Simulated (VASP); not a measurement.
Output of a VASP run:

OUTCAR:
```
 ion  position               nearest neighbor table
   1  0.000  0.000  0.000-   2 2.95   2 2.95   2 2.95   2 2.95
   2  0.250  0.250  0.250-   1 2.95   1 2.95   1 2.95   1 2.95
  LATTYP: Found a face centered cubic cell.
 ALAT       =     6.8113141374
 Subroutine PRICEL returns:
 Original cell was already a primitive cell.
 Subroutine GETGRP returns: Found 24 space group operations
The static configuration has the point symmetry T_d .
The dynamic configuration has the point symmetry T_d .
 Subroutine INISYM returns: Found 24 space group operations
 Subroutine IBZKPT returns following result:
 Found     20 irreducible k-points:

 Following reciprocal coordinates:
            Coordinates               Weight
  0.000000  0.000000  0.000000      1.000000
  0.142857  0.000000  0.000000      8.000000
  0.285714  0.000000  0.000000      8.000000
  0.428571  0.000000  0.000000      8.000000
  0.142857  0.142857  0.000000      6.000000
  0.285714  0.142857  0.000000     24.000000
  0.428571  0.142857  0.000000     24.000000
 -0.428571  0.142857  0.000000     24.000000
 -0.285714  0.142857  0.000000     24.000000
 -0.142857  0.142857  0.000000     12.000000
  0.285714  0.285714  0.000000      6.000000
  0.428571  0.285714  0.000000     24.000000
 -0.428571  0.285714  0.000000     24.000000
 -0.285714  0.285714  0.000000     12.000000
  0.428571  0.428571  0.000000      6.000000
 -0.428571  0.428571  0.000000     12.000000
  0.428571  0.285714  0.142857     24.000000
 -0.428571  0.285714  0.142857     48.000000
 -0.428571  0.428571  0.142857     24.000000
 -0.285714  0.428571  0.142857     24.000000
   k-points           NKPTS =     20   k-points in BZ     NKDIM =     20   number of bands    NBANDS=     13
   number of dos      NEDOS =    301   number of ions     NIONS =      2
   total plane-waves  NPLWV =  46656
   dimension x,y,z NGX =    36 NGY =   36 NGZ =   36
   dimension x,y,z NGXF=    72 NGYF=   72 NGZF=   72
   ions per type =               1   1
   PREC   = accura    normal or accurate (medium, high low for compatibility)
   ISTART =      0    job   : 0-new  1-cont  2-samecut
   ICHARG =      2    charge: 1-file 2-atom 10-const
   ISPIN  =      1    spin polarized calculation?
   LNONCOLLINEAR =      F non collinear calculations
   LSORBIT =      F    spin-orbit coupling
   INIWAV =      1    electr: 0-lowe 1-rand  2-diag
   ENCUT  =  520.0 eV  38.22 Ry    6.18 a.u.   8.96  8.96  8.96*2*pi/ulx,y,z
   NELM   =    100;   NELMIN=  2; NELMDL= -5     # of ELM steps
   EDIFF  = 0.1E-06   stopping-criterion for ELM
   LREAL  =      F    real-space projection
   NLSPLINE    = F    spline interpolate recip. space projectors
   LMAXMIX     =    4 max onsite mixed and CHGCAR
   VOSKOWN=      0    Vosko Wilk Nusair interpolation
   EDIFFG = 0.1E-05   stopping-criterion for IOM
   NSW    =      0    number of steps for IOM
   NBLOCK =      1;   KBLOCK =      1    inner block; outer block
   IBRION =     -1    ionic relax: 0-MD 1-quasi-New 2-CG
   NFREE  =      0    steps in history (QN), initial steepest desc. (CG)
   ISIF   =      2    stress and relaxation
   ISYM   =      2    0-nonsym 1-usesym 2-fastsym
   TEIN   =    0.0    initial temperature
   TEBEG  =    0.0;   TEEND  =   0.0 temperature during run
   SMASS  =  -3.00    Nose mass-parameter (am)
   PSTRESS=    0.0 pullay stress
   NELECT =      18.0000    total number of electrons
   EFERMI =   0.00;   METHOD = LEGACY
   ISMEAR =     0;   SIGMA  =   0.05  broadening in eV -4-tet -1-fermi 0-gaus
   IALGO  =     38    algorithm
   LDIAG  =      T    sub-space diagonalisation (order eigenvalues)
   IMIX   =      4    mixing-type and parameters
     AMIX     =   0.40;   BMIX     =  1.00
     AMIX_MAG =   1.60;   BMIX_MAG =  1.00
     AMIN     =   0.10
   GGA     = ML    functional components
   VOSKOWN =     0    Vosko Wilk Nusair interpolation
   LHFCALC =     F    Hartree Fock is set to
   LHFONE  =     F    Hartree Fock one center treatment
...
```

OSZICAR:
```
       N       E                     dE             d eps       ncg     rms          rms(c)
DAV:   1     0.104975575883E+03    0.10498E+03   -0.82259E+03   528   0.117E+03
DAV:   2     0.476060009934E+01   -0.10021E+03   -0.96324E+02   585   0.268E+02
DAV:   3     0.511837890913E+00   -0.42488E+01   -0.42357E+01   620   0.567E+01
DAV:   4     0.469657901685E+00   -0.42180E-01   -0.42174E-01   732   0.509E+00
DAV:   5     0.469508437613E+00   -0.14946E-03   -0.14946E-03   630   0.286E-01    0.408E+00
DAV:   6     0.726246130857E+00    0.25674E+00   -0.53672E-01   580   0.808E+00    0.348E+00
DAV:   7     0.736698584727E+00    0.10452E-01   -0.10499E-01   550   0.229E+00    0.145E+00
DAV:   8     0.735649804899E+00   -0.10488E-02   -0.76831E-03   555   0.118E+00    0.387E-01
DAV:   9     0.735251310902E+00   -0.39849E-03   -0.16038E-03   560   0.430E-01    0.822E-02
DAV:  10     0.735227052318E+00   -0.24259E-04   -0.98695E-05   580   0.116E-01    0.605E-02
DAV:  11     0.735203809975E+00   -0.23242E-04   -0.54451E-05   545   0.745E-02    0.129E-02
DAV:  12     0.735203929399E+00    0.11942E-06   -0.28206E-06   653   0.168E-02    0.586E-03
DAV:  13     0.735204110104E+00    0.18070E-06   -0.81118E-08   378   0.286E-03    0.391E-03
DAV:  14     0.735204213439E+00    0.10334E-06   -0.52654E-08   300   0.201E-03    0.356E-04
DAV:  15     0.735204235870E+00    0.22431E-07   -0.88000E-09   290   0.807E-04
   1 F= 0.73520424E+00 E0= 0.73528879E+00  d E =-.169112E-03
```

OUTCAR:
```
------------------------ aborting loop because EDIFF is reached ----------------------------------------
  FORCE on cell =-STRESS in cart. coord.  units (eV):
  Direction    XX          YY          ZZ          XY          YZ          ZX
  --------------------------------------------------------------------------------------
  Total        0.0060898      0.0060898      0.0060898      0.0000000      0.0000000      0.0000000
  in kB        0.1235031      0.1235031      0.1235031      0.0000000      0.0000000      0.0000000
  external PRESSURE =       0.1235031 kB  Pullay stress =       0.0000000 kB
  volume of cell :       79.00
      direct lattice vectors                 reciprocal lattice vectors
     0.000000000  3.405657069  3.405657069    -0.146814547  0.146814547  0.146814547
     3.405657069  0.000000000  3.405657069     0.146814547 -0.146814547  0.146814547
     3.405657069  3.405657069  0.000000000     0.146814547  0.146814547 -0.146814547
  FREE ENERGIE OF THE ION-ELECTRON SYSTEM (eV)
  ---------------------------------------------------
  free  energy   TOTEN  =         0.7352042359 eV

  energy  without entropy=        0.7353733479  energy(sigma->0) =        0.73528879
```
(Selected blocks of OUTCAR.)

**POSCAR**
```
CdTe
1
    0.0000000000     3.4056570687     3.4056570687
    3.4056570687     0.0000000000     3.4056570687
    3.4056570687     3.4056570687     0.0000000000
Cd Te
1 1
Direct
  0.0000000000   0.0000000000   0.0000000000
  0.2500000000   0.2500000000   0.2500000000
```

Task: Reconstruct the remaining input files.

Result: This is not unique; one that fits is the input of the run itself, vdW-DF2, plane waves, VASP's PBE PAW potentials (set 64).

### INCAR
```
SYSTEM  =  CdTe
PREC  =  Accurate; ENCUT  =  520; LREAL  =  .False.
LASPH  =  .True.
EDIFF  =  1E-7; NELM  =  100; ALGO  =  Normal
LMAXMIX  =  4
ISMEAR  =  0; SIGMA  =  0.05
GGA  =  ML; LUSE_VDW  =  .True.; AGGAC  =  0.0
ZAB_VDW  =  -1.8867
ISIF  =  2
LWAVE  =  .False.; LCHARG  =  .False.
```

KPOINTS:
```
Automatic mesh
0
Gamma
7 7 7
0 0 0
```

POTCAR, in this order: Cd Te (PBE.64 set). Program: vasp_std.

The compound is CdTe in the zinc blende structure. It was relaxed first, which changed the volume by +16 %.
